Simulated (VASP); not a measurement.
A convergence study with VASP on FePt (L1_0): one setting is varied, all else stays as given below, so the limit is that of these other settings. Each run relaxes cell and ions from the cell shown.

```yaml
crystal:
  lattice:
    - [2.72000, 0.00000, 0.00000]
    - [0.00000, 2.72000, 0.00000]
    - [0.00000, 0.00000, 3.71000]
  atoms:
    - { symbol: Fe, position: [0.00000, 0.00000, 0.00000], spin: 3.0 }
    - { symbol: Pt, position: [0.50000, 0.50000, 0.50000] }
```

The numbers are results of PBE GGA, VASP's PBE PAW potentials (set 64) (plane waves; VASP), not measurements. The tightest run used: 550 eV cut-off, 18×18×13 Γ-centred mesh, first-order Methfessel-Paxton smearing of 0.10 eV, potentials Fe Pt.

Problem. The settings run are 2×2×1 mesh; 3×3×2 mesh; 4×4×3 mesh; 5×5×4 mesh; 6×6×4 mesh; 7×7×5 mesh; 8×8×6 mesh; 9×9×7 mesh; 10×10×7 mesh; 11×11×8 mesh; 12×12×9 mesh; 13×13×10 mesh; 14×14×10 mesh; 15×15×11 mesh; 16×16×12 mesh; 17×17×12 mesh; 18×18×13 mesh. From which on does the relaxed volume stay within 0.1 Å³/atom of the tightest run?

Solution. From 6×6×4 mesh on: it is off by 0.049 there and by no more than 0.1 in any finer run, while 5×5×4 mesh is off by 0.178.
```
setting        relaxed volume (Å³/atom)  E (eV/atom)  moment (μB)  irreducible k-points  difference judged (Å³/atom)
-------------  ------------------------  -----------  -----------  --------------------  ---------------------------
2×2×1 mesh                       16.040      -9.2232        1.500                     3                        2.042
3×3×2 mesh                       14.352      -7.3895        4.031                     6                        0.354
4×4×3 mesh                       13.973      -7.4509        3.256                    12                        0.025
5×5×4 mesh                       14.175      -7.3680        3.710                    18                        0.178
6×6×4 mesh                       13.948      -7.4131        3.260                    30                        0.049
7×7×5 mesh                       13.974      -7.3920        3.193                    30                        0.024
8×8×6 mesh                       13.996      -7.4105        3.330                    60                        0.002
9×9×7 mesh                       13.998      -7.4031        3.256                    60                        0.000
10×10×7 mesh                     13.994      -7.4020        3.303                    84                        0.003
11×11×8 mesh                     13.960      -7.4037        3.226                   105                        0.038
12×12×9 mesh                     13.998      -7.4009        3.292                   140                        0.000
13×13×10 mesh                    13.983      -7.4040        3.267                   168                        0.015
14×14×10 mesh                    13.987      -7.4026        3.271                   216                        0.011
15×15×11 mesh                    13.981      -7.4032        3.267                   216                        0.016
16×16×12 mesh                    13.995      -7.4033        3.288                   315                        0.002
17×17×12 mesh                    13.994      -7.4025        3.281                   315                        0.003
18×18×13 mesh                    13.998      -7.4027        3.294                   385                        0.000
```

Left out are rungs that failed or repeat a setting and relaxations that didn't move; long series are thinned to 24 rows.

The compound is FePt in the L1_0 structure. The spin order is the one that the start imposed; others were not tried in this run.
